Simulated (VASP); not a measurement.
Here is the system:

```
CELL_PARAMETERS angstrom
      0.00000     2.49445     2.39467
      2.39467     0.00000     2.39467
      2.39467     2.49445     0.00000
ATOMIC_POSITIONS crystal
  Pb 0.00000 0.00000 0.00000
```

Calculation: r2SCAN meta-GGA, VASP's PBE PAW potentials (set 64) (plane waves; VASP). Numerical set-up: 480 eV cut-off, 12×12×12 Γ-centred mesh, first-order Methfessel-Paxton smearing of 0.10 eV, potentials Pb_d.

Give the stress tensor in GPa (positive for a compressed cell).

```
4.04  0.00  0.00
0.00  6.09  0.00
0.00  0.00  4.04
```
The pressure is its mean diagonal, 4.72 GPa.

The compound is Pb in the fcc structure. This cell was strained or had an atom moved on purpose.
